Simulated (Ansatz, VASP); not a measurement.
# Os (Osmium): VASP beside Ansatz

One calculation is typed for both programs; each brings its own data sets. How far apart do they land? The cell is taken from a series of runs on this material, whose earlier steps may have relaxed, scaled, displaced or heated it; both programs get it as it stands.

Calculated with Ansatz 0.2.0; plane waves, with VASP 6.6.1 beside it; zone-centre phonons at PBEsol.

### Step 1. The starting structure

The structure is hexagonal, space group P6_3/mmc (No. 194). The conventional cell has a = 2.619 Å, b = 2.619 Å, c = 4.403 Å, α = 90.00°, β = 90.00°, γ = 120.00°. Nearest to Os lie 12 Os at 2.62 to 2.67 Å.

As a file:

```cif
data_structure
_symmetry_space_group_name_H-M 'P 1'
_symmetry_Int_Tables_number 1
_cell_length_a 2.6188
_cell_length_b 2.6188
_cell_length_c 4.4029
_cell_angle_alpha 90.000
_cell_angle_beta 90.000
_cell_angle_gamma 120.000
_cell_volume 26.15
loop_
_atom_site_label
_atom_site_type_symbol
_atom_site_fract_x
_atom_site_fract_y
_atom_site_fract_z
_atom_site_occupancy
Os1 Os 0.33333 0.66667 0.25000 1
Os2 Os 0.66667 0.33333 0.75000 1
```

### Step 2. Ansatz: zone-centre phonons, PBEsol

Ansatz runs on its PAW soft_1 files.

Second derivatives magnify differences that forces hide, and they need a tight electronic threshold.

input.yaml

```yaml
crystal:
  lattice:
    - [2.6187668883, 0.0, 0.0]
    - [-1.3093834441, 2.2679186518, 0.0]
    - [0.0, 0.0, 4.4029274861]
  atoms:
    - { symbol: Os, position: [0.3333333333, 0.6666666667, 0.25] }
    - { symbol: Os, position: [0.6666666667, 0.3333333333, 0.75] }
kpoints:
  mp_grid: { grid: [18, 18, 12] }
hamiltonian:
  xc: pbesol
  pseudopotentials: { kind: paw, azcp: { folder: soft_1 }, xc_functional: pbe }
scf:
  occupations: { method: methfessel_paxton, width: 0.2 }
output:
  eigenvalues: true
phonons:
  method: dfpt
```

Launch:

```
> ansatz run input.yaml --threads 4 --pin off --max-ram 10240MiB --backend cpu --events-out ev --progress --plain --runs-dir out
```

Numbers of over 12 decimals in the logs are rounded to 6 here.

The log of the run:

```text
zone centre: on kpoints.mp_grid the ground state, and the responses unless they are solved on pairs of k-points, stand on 637 of the mesh's 3888 k-points, reduced under 4 symmetry operations, with k and −k counted as one. Each operation leaves every solved displacement unchanged or reverses it
Engine: ansatz 0.2.0, aarch64-unknown-linux-gnu
Pseudopotentials: kind: paw
Pseudopotential: Os, paw, valence charge 16, recommended cutoff 420 eV (normal), soft_1/Os.paw.azcp
Functional definition: PBEsol
  exchange = pbesol_x
  correlation = pbesol_c
Crystal: 2 atoms, lattice volume = 26.150 Å³
Basis set: ecut = 420 eV, 537 PW (Γ), exchange–correlation on 36×36×60 points (8 copies of the dense FFT grid, shifted against one another)
Bands: 20, of which v1, the nominal top of the filled ones, is band 16 counted from 1 (15 counted from 0)
Symmetry: 24 space group operations
k-points: 637 of 3888 (irreducible under 4 space group operations, time reversal used)
Non-local potential: Os, projectors of the file, l = 0: 3, l = 1: 2, l = 2: 2, l = 3: 1
PAW form: soft (Blöchl's): semilocal exchange-correlation on the pseudo side does not see the compensation charge
PAW frozen core: Os, regenerated for the run's functional, and the local potential with it (the file was generated under x = pbe(κ = 0.804, μ = 0.219515), c = pbe(β = 0.066725))
PAW one-centre angular grid: Os, 590 points (default); XC on 64 Gauss nodes
Initial density: superposition of atomic densities (chi_scale 0.1, normalization cell)
Initial wavefunctions: pseudopotential atomic-orbital guess
Functional: x = pbesol(κ = 0.804, μ = 0.123457), c = pbesol(β = 0.046)
SCF iter   1: F=—  HF=-22504.679189 eV  |F-HF|=—  |Δ(HF+E_count)|=         —  Δρ=6.32e-2  dr2=8.33e-1  ethr=3.10e-3  ⟨swp⟩=5.0  Hψ=118046  notcnv=0  defer=23
automatic band count: the SCF goes on with 24 bands, as 20 were too few: they end inside the smearing window of the response
preconditioner: auto → none  [metal: Δε(μ)=0.005 eV  Ē_g=12.881 eV  σ=0.200 eV  W_gap=0.02  n_scr=8 (ndim 8)  ℏωp=29.0 eV  f_vac=0.000  D(μ)=1.19/eV (n_scr^D=10)  sad-step TF]
SCF iter   2: F=—  HF=-22504.461462 eV  |F-HF|=—  |Δ(HF+E_count)|=   2.18e-1  S|Δr|=    0.00e0  Δρ=3.72e-2  dr2=2.80e-1  ethr=2.60e-3  ⟨swp⟩=2.0  Hψ=22775  notcnv=0  defer=426
SCF iter   3: F=—  HF=-22504.360499 eV  |F-HF|=—  |Δ(HF+E_count)|=   1.01e-1  S|Δr|=    0.00e0  Δρ=1.68e-3  dr2=3.60e-4  ethr=8.77e-4  ⟨swp⟩=2.0  Hψ=21552  notcnv=0  defer=426
SCF iter   4: F=—  HF=-22504.360417 eV  |F-HF|=—  |Δ(HF+E_count)|=   8.23e-5  S|Δr|=    0.00e0  Δρ=1.62e-4  dr2=3.84e-6  ethr=1.12e-6  ⟨swp⟩=2.2  Hψ=21931  notcnv=0  defer=658
SCF iter   5: F=—  HF=-22504.360417 eV  |F-HF|=—  |Δ(HF+E_count)|=   3.79e-7  S|Δr|=    0.00e0  Δρ=2.25e-5  dr2=7.84e-8  ethr=1.20e-8  ⟨swp⟩=2.1  Hψ=19845  notcnv=0  defer=658
SCF iter   6: F=—  HF=-22504.360423 eV  |F-HF|=—  |Δ(HF+E_count)|=   6.28e-6  S|Δr|=    0.00e0  Δρ=4.31e-6  dr2=2.29e-9  ethr=2.45e-10  ⟨swp⟩=2.3  Hψ=22955  notcnv=0  defer=767
SCF iter   7: F=—  HF=-22504.360423 eV  |F-HF|=—  |Δ(HF+E_count)|=  1.78e-10  S|Δr|=    0.00e0  Δρ=8.96e-7  dr2=6.00e-11  ethr=7.14e-12  ⟨swp⟩=2.8  Hψ=24333  notcnv=0  defer=767
SCF iter   8: F=-22504.360423 eV  HF=-22504.360423 eV  |F-HF|=3.64e-12  |Δ(HF+E_count)|=  1.82e-11  S|Δr|=    0.00e0  Δρ=7.33e-8  dr2=3.26e-13  ethr=1.00e-12  ⟨swp⟩=10.0  Hψ=70752  notcnv=0
SCF 1 converged in 8 iterations: F = -22504.360423 eV  dr2 = 3.26e-13
  greatest PAW one-centre occupation: 1.000 electrons in one spin orbital (limit 2), on the Os atom at site 1 (counted from 0), in its partial waves of l = 0
DFPT response loops at Γ: preconditioner auto → Kerker (q_TF=auto, 2.822 Å⁻¹) (partly filled bands, converged f_vac=0.000); β = 1.00, the filter's whole step (`scf.mixing.beta` (0.50) is not read by the response loops under this deck's `scf.mixing.preconditioner`; to damp them name `kerker` or `kerker_dos`, under which they read `scf.mixing.beta`, and type it under 1.00, their step now; both keys bind the ground state too); Broyden in place of MSR1
SCF converged after 8 iterations
Stability not checked: this state was not tested for a lower state beside it, because cold or Methfessel-Paxton smearing, or corrected tetrahedra, fill the levels in a way that the test cannot read (fill_not_monotonic; see scf.lower_state_search)
Free energy (F): -22504.360423 eV
Harris-Foulkes:  -22504.360423 eV  (|F-HF|=3.64e-12)
Internal energy: -22504.357533 eV  (E = F + TS)
E sigma→0 (E₀):  -22504.359700 eV
Entropy (-TS):   -0.002890 eV (-1.445 meV/atom)
Fermi energy:    28.009157 eV
--- Per-component energies (eV) ---
  E_band       = -73.044882
  E_kinetic    = 992.573711
  E_local      = -1694.481998  (includes V_loc(G=0)·N_el)
  E_nonlocal   = 399.332390
  E_hartree    = 615.367691
  E_xc         = -468.294317
  E_vxc        = -496.039146  (∫ρ·V_xc dr)
  E_paw        = -17830.573279  (= ΣΔE_a)
  E_vpaw       = -505.166138  (= ΣTr[D̂ρ^β])
  E_aug_tail   = 0.000908  (compensation charges beyond the density's cutoff)
  E_ewald      = -4518.778635
  E_core_change = 0.495995  (= ΣΔE_core)
  E_smearing   = -0.002890  (= −TS)
  E_closure    = -0.000000  (closes the sum)
  Σ components = -22504.360423   (vs F -22504.360423, Δ=0.00e0)
--- Band table (eV; the first three rows and the last of 637) ---
  k-point 0: bands = [... 12 lower, 24.7031, 25.4606, 25.4606, 26.9261, 26.9261, 27.3218, 29.9397, 29.9397, ... 4 higher]
  k-point 1: bands = [... 12 lower, 24.6755, 25.4183, 25.4183, 27.0247, 27.0247, 27.0533, 29.9367, 29.9367, ... 4 higher]
  k-point 2: bands = [... 12 lower, 24.6140, 25.3023, 25.3023, 26.3706, 27.2946, 27.2946, 29.9137, 29.9137, ... 4 higher]
  k-point 636: bands = [... 12 lower, 24.3169, 24.3169, 26.1812, 26.1812, 30.5350, 30.5350, 33.6308, 33.6308, ... 4 higher]
--- Phonons (Γ-DFPT): 2 representative perturbations + reference, on 637 of 3888 k-points (Σ response iterations 4) ---
  k mesh reduced under 4 symmetry operations, with k and −k counted as one. Each operation leaves every solved displacement unchanged or reverses it
  ASR residual: 1.210e-5 → 0.000e0 eV/Å²; symmetrization residual: 6.788e-10 eV/Å²
  ASR residual per site (eV/Å²): 1.21e-5 1.21e-5
  Γ frequencies (cm⁻¹): 0.00 0.00 0.00 162.83 162.83 214.13
  non-analytic LO–TO correction: not included (Born effective charges unavailable; polar crystals: no LO–TO splitting at Γ)
```

### Step 3. VASP: zone-centre phonons, PBEsol

The same cell, functional, mesh and smearing now go to VASP, with its own data sets.

Lines of VASP's logs that name or quote its potential files are left out, and so is its time.

INCAR

```
SYSTEM = Os
PREC = Accurate
ENCUT = 600
EDIFF = 1E-08
NELM = 120
ISMEAR = 1
SIGMA = 0.2
LREAL = .FALSE.
ALGO = Normal
GGA = PS
NBANDS = 14
LASPH = .TRUE.
LORBIT = 11
LWAVE = .FALSE.
LCHARG = .FALSE.
ISIF = 2
IBRION = 8
GGA_COMPAT = .FALSE.
KPAR = 2
```

POSCAR

```
Os
1.0
    2.6187668883      0.0000000000      0.0000000000
   -1.3093834441      2.2679186518      0.0000000000
    0.0000000000      0.0000000000      4.4029274861
Os
2
Direct
    0.3333333333      0.6666666667      0.2500000000
    0.6666666667      0.3333333333      0.7500000000
```

KPOINTS

```
Automatic mesh
0
Gamma
18 18 12
0 0 0
```

Potentials, in the order of the species: Os (PBE family, release 64).

Launch:

```
> mpirun -np 2 vasp_std
```

The log of the run:

```text
[banner, memory and clock lines left out]
running    2 mpi-ranks, on    1 nodes
 distrk:  each k-point on    1 cores,    2 groups
 distr:  one band on    1 cores,    1 groups

 POSCAR found type information on POSCAR Os
 POSCAR found :  1 types and       2 ions
|                                                                             |
|               ----> ADVICE to this user running VASP <----                  |
|                                                                             |
|     You enforced a specific xc type in the INCAR file but a different       |
|     [... a line on the potential file left out ...]
|     I HOPE YOU KNOW WHAT YOU ARE DOING!                                     |
|                                                                             |

 LDA part: xc-table for (Slater+PW92), standard interpolation
 POSCAR, INCAR and KPOINTS ok, starting setup
 FFT: planning ... GRIDC
 FFT: planning ... GRID_SOFT
 FFT: planning ... GRID
 WAVECAR not read
 entering main loop
       N       E                     dE             d eps       ncg     rms          rms(c)
DAV:   1     0.120786464491E+03    0.12079E+03   -0.82568E+03  7252   0.125E+03
DAV:   2    -0.192715239509E+02   -0.14006E+03   -0.12386E+03  7342   0.376E+02
DAV:   3    -0.255405835268E+02   -0.62691E+01   -0.59559E+01  9552   0.700E+01
DAV:   4    -0.256091642438E+02   -0.68581E-01   -0.68440E-01  7984   0.741E+00
DAV:   5    -0.256095469610E+02   -0.38272E-03   -0.38269E-03  9536   0.510E-01    0.282E+01
DAV:   6    -0.245417554572E+02    0.10678E+01   -0.84290E-01  9088   0.803E+00    0.136E+01
DAV:   7    -0.241872062891E+02    0.35455E+00   -0.67790E-01  9148   0.710E+00    0.653E-01
DAV:   8    -0.241806750719E+02    0.65312E-02   -0.79710E-03  7458   0.756E-01    0.392E-01
DAV:   9    -0.241785360498E+02    0.21390E-02   -0.19360E-03  8974   0.479E-01    0.376E-02
DAV:  10    -0.241785449642E+02   -0.89144E-05   -0.54960E-05  9106   0.636E-02    0.743E-03
DAV:  11    -0.241785258318E+02    0.19132E-04   -0.44632E-06  8128   0.260E-02    0.175E-03
DAV:  12    -0.241785249298E+02    0.90206E-06   -0.11551E-07  9250   0.379E-03    0.452E-04
DAV:  13    -0.241785248899E+02    0.39903E-07   -0.24460E-09  5612   0.504E-04    0.185E-04
DAV:  14    -0.241785248833E+02    0.65605E-08   -0.32201E-10  4490   0.232E-04
   1 F= -.24178525E+02 E0= -.24177586E+02  d E =-.281810E-02
 Linear response reoptimize wavefunctions to high precision
DAV:   1    -0.241785248893E+02   -0.59599E-08   -0.10773E-10  4958   0.113E-04
DAV:   2    -0.241785248893E+02   -0.12960E-10   -0.18512E-11  4094   0.588E-05
 Linear response DOF=           2
 Linear response progress:
  Degree of freedom:   1/  2
       N       E                     dE             d eps       ncg     rms          rms(c)
RMM:   1    -0.190280948390E+00   -0.19028E+00   -0.10866E-01 54242   0.264E+00
RMM:   2    -0.186982892466E+00    0.32981E-02   -0.15473E-03 42009   0.542E-01    0.152E-01
RMM:   3    -0.185741647405E+00    0.12412E-02   -0.51383E-04 50109   0.163E-01    0.866E-02
RMM:   4    -0.184971041386E+00    0.77061E-03   -0.80714E-04 50856   0.192E-01    0.108E-02
RMM:   5    -0.185014006461E+00   -0.42965E-04   -0.18741E-05 51817   0.309E-02    0.526E-03
RMM:   6    -0.184989283688E+00    0.24723E-04   -0.16422E-06 52144   0.941E-03    0.152E-03
RMM:   7    -0.184985190133E+00    0.40936E-05   -0.27807E-08 53306   0.204E-03    0.844E-04
RMM:   8    -0.184981322565E+00    0.38676E-05   -0.81057E-08 52094   0.129E-03    0.911E-05
RMM:   9    -0.184980717344E+00    0.60522E-06    0.42667E-08 53980   0.187E-04    0.290E-05
RMM:  10    -0.184980704089E+00    0.13255E-07    0.51537E-09 53743   0.536E-05    0.465E-06
RMM:  11    -0.184980669625E+00    0.34464E-07    0.28454E-10 53836   0.163E-05    0.176E-06
RMM:  12    -0.184980686386E+00   -0.16762E-07   -0.19639E-09 43825   0.107E-05    0.273E-07
RMM:  13    -0.184980686916E+00   -0.52945E-09   -0.77086E-10 24386   0.962E-06    0.117E-07
 first order change of Fermi-energy  -0.53934E-04
 force on displaced ion       1 direction 1 :  -9.350   0.001   0.000
 Linear response progress:
  Degree of freedom:   2/  2
       N       E                     dE             d eps       ncg     rms          rms(c)
RMM:   1    -0.252870288381E+00   -0.25287E+00   -0.13703E-01 19180   0.276E+00
RMM:   2    -0.244328373033E+00    0.85419E-02   -0.59378E-03 13959   0.781E-01    0.176E-01
RMM:   3    -0.243798665830E+00    0.52971E-03   -0.92680E-04 17714   0.181E-01    0.986E-02
RMM:   4    -0.243831390588E+00   -0.32725E-04   -0.27581E-04 17886   0.126E-01    0.237E-02
RMM:   5    -0.243905495919E+00   -0.74105E-04   -0.72855E-06 18156   0.314E-02    0.163E-02
RMM:   6    -0.243925024462E+00   -0.19529E-04    0.70626E-06 18172   0.134E-02    0.396E-03
RMM:   7    -0.243937876269E+00   -0.12852E-04    0.26716E-06 17910   0.501E-03    0.490E-04
RMM:   8    -0.243935761102E+00    0.21152E-05   -0.48166E-07 18512   0.844E-04    0.205E-04
RMM:   9    -0.243933462658E+00    0.22984E-05   -0.17907E-08 18269   0.258E-04    0.507E-05
RMM:  10    -0.243933371835E+00    0.90824E-07    0.24220E-07 16868   0.106E-04    0.804E-06
RMM:  11    -0.243933369834E+00    0.20009E-08    0.82241E-08 18686   0.421E-05    0.459E-06
 first order change of Fermi-energy   0.73072E-04
 force on displaced ion       1 direction 3 :  -0.000   0.000 -16.231
 Linear response finished
```

Parts of OUTCAR (step 3):

```text
ion  position               nearest neighbor table
   1  0.333  0.667  0.250-   2 2.67   2 2.67   2 2.67   2 2.67   2 2.67   2 2.67
   2  0.667  0.333  0.750-   1 2.67   1 2.67   1 2.67   1 2.67   1 2.67   1 2.67

  LATTYP: Found a hexagonal cell.
 ALAT       =     2.6187668883
 C/A-ratio  =     1.6812979826

 Subroutine GETGRP returns: Found 24 space group operations
 (whereof 12 operations were pure point group operations)

The static configuration has the point symmetry D_3d.
 The point group associated with its full space group is D_6h.

 Found    259 irreducible k-points:

   k-points           NKPTS =    259   k-points in BZ     NKDIM =    259   number of bands    NBANDS=     14

   dimension x,y,z NGX =    24 NGY =   24 NGZ =   36
   dimension x,y,z NGXF=    48 NGYF=   48 NGZF=   72

   ENCUT  =  600.0 eV  44.10 Ry    6.64 a.u.   5.23  5.23  8.79*2*pi/ulx,y,z

   NELECT =      16.0000    total number of electrons

 k-points in reciprocal lattice and weights: Automatic mesh
   0.00000000  0.00000000  0.00000000       0.000
   0.05555556  0.00000000  0.00000000       0.002
   0.11111111  0.00000000  0.00000000       0.002
   0.16666667  0.00000000  0.00000000       0.002
   0.22222222  0.00000000  0.00000000       0.002
   0.27777778  0.00000000  0.00000000       0.002
   0.33333333  0.00000000  0.00000000       0.002
   0.38888889  0.00000000  0.00000000       0.002
   0.44444444  0.00000000  0.00000000       0.002
[...]
0.33333333  0.27777778  0.50000000       0.003
   0.33333333  0.33333333  0.50000000       0.001

 average (electrostatic) potential at core
       1 -42.0408       2 -42.0408

  Total        7.9214430      7.9214430      0.2591888      0.0000000     -0.0000000     -0.0000000
  in kB      485.3432984    485.3432983     15.8803824      0.0000000     -0.0000000     -0.0000000
  external PRESSURE =     328.8556597 kB  Pullay stress =       0.0000000 kB

  energy-cutoff  :      600.00
  volume of cell :       26.15
      direct lattice vectors                 reciprocal lattice vectors
     2.618766888  0.000000000  0.000000000     0.381859113  0.220466461  0.000000000
    -1.309383444  2.267918652  0.000000000     0.000000000  0.440932923  0.000000000
     0.000000000  0.000000000  4.402927486     0.000000000  0.000000000  0.227121615

 POSITION                                       TOTAL-FORCE (eV/Angst)
 -----------------------------------------------------------------------------------
     -0.00000      1.51195      1.10073        -0.000000     -0.000000      0.000000
      1.30938      0.75597      3.30220         0.000000      0.000000      0.000000
 -----------------------------------------------------------------------------------
    total drift:                               -0.000000      0.000000     -0.000000

 Eigenvectors and eigenvalues of the dynamical matrix
 ----------------------------------------------------

   1 f  =    6.458583 THz    40.580477 2PiTHz  215.435155 cm-1    26.710543 meV
             X         Y         Z           dx          dy          dz
     -0.000000  1.511946  1.100732    -0.000000    0.000000   -0.707107
      1.309383  0.755973  3.302196     0.000000    0.000000    0.707107

   2 f  =    4.901793 THz    30.798874 2PiTHz  163.506215 cm-1    20.272178 meV
             X         Y         Z           dx          dy          dz
     -0.000000  1.511946  1.100732     0.662120    0.248189   -0.000000
      1.309383  0.755973  3.302196    -0.662120   -0.248189    0.000000

   3 f  =    4.901793 THz    30.798874 2PiTHz  163.506215 cm-1    20.272178 meV
             X         Y         Z           dx          dy          dz
     -0.000000  1.511946  1.100732    -0.248189    0.662120    0.000000
      1.309383  0.755973  3.302196     0.248189   -0.662120    0.000000

   4 f  =    0.000000 THz     0.000000 2PiTHz    0.000003 cm-1     0.000000 meV
             X         Y         Z           dx          dy          dz
     -0.000000  1.511946  1.100732     0.054573   -0.704998    0.000000
      1.309383  0.755973  3.302196     0.054573   -0.704998    0.000000

   5 f  =    0.000000 THz     0.000000 2PiTHz    0.000000 cm-1     0.000000 meV
             X         Y         Z           dx          dy          dz
     -0.000000  1.511946  1.100732     0.000000    0.000000    0.707107
      1.309383  0.755973  3.302196    -0.000000    0.000000    0.707107

   6 f/i=    0.000000 THz     0.000000 2PiTHz    0.000002 cm-1     0.000000 meV
             X         Y         Z           dx          dy          dz
     -0.000000  1.511946  1.100732     0.704998    0.054573    0.000000
      1.309383  0.755973  3.302196     0.704998    0.054573    0.000000

 ELASTIC MODULI CONTR FROM IONIC RELAXATION (kBar)
 Direction    XX          YY          ZZ          XY          YZ          ZX
 --------------------------------------------------------------------------------
 XX         -96.9348     96.9348      0.0000     -0.0000      0.0000     -0.0000
 YY          96.9348    -96.9348     -0.0000     -0.0000      0.0000      0.0000
 ZZ           0.0000     -0.0000     -0.0000      0.0000      0.0000      0.0000
 XY          -0.0000     -0.0000      0.0000    -96.9348      0.0000     -0.0000
 YZ           0.0000      0.0000      0.0000      0.0000      0.0000      0.0000
 ZX          -0.0000      0.0000      0.0000     -0.0000      0.0000     -0.0000
 --------------------------------------------------------------------------------
```

### Step 4. Comparison

Known differences besides the potentials themselves: the data sets hold 32 valence electrons in Ansatz (on its PAW soft_1 files) and 16 in VASP; the cutoff is 420 eV in Ansatz and 600 eV in VASP; Ansatz makes its cores anew for this functional, VASP keeps those of its PBE data sets. Total energies have different zeros and are not compared.

The two programs side by side:

```csv
quantity,Ansatz,VASP,difference
optical mode 1 to 2 (cm⁻¹),162.8,163.5,-0.41 %
optical mode 3 (cm⁻¹),214.1,215.4,-0.61 %
```

Modes are paired by rising frequency, not by their patterns, so a pair may set unlike modes beside each other; they are those without the splitting of longitudinal modes.

### Step 5. What came out

| Quantity | Value |
| --- | --- |
| r.m.s. difference of the optical zone-centre modes, each program's sorted by frequency (zone-centre phonons, PBEsol) | 0.93 cm⁻¹ |
| difference in optical mode 3 (zone-centre phonons, PBEsol) | -0.6 % |

**Reading.** The r.m.s. difference of the optical zone-centre modes, each program's sorted by frequency is 0.93 cm⁻¹ (zone-centre phonons, PBEsol). The data sets hold unlike numbers of valence electrons (32 in Ansatz and 16 in VASP), so part of the differences comes from the potentials. Among the rows given in per cent, the largest difference of the zone-centre phonons, PBEsol pair is in optical mode 3, -0.6 %. How closely two codes agree says nothing of how well the functional describes the real material.

[Lines on the potential files, build, host, timing and source positions are cut from VASP's logs without a mark.]

[Logs are printed without paths, hosts, clocks, repeated set-up lines and the standing remarks that a program may print on its own settings, such as how far it seeks lower states.]

[Hosts, paths, dates, database ids (printed as entryN), source tags and the programs' standing remarks are cut or masked in the printed files.]
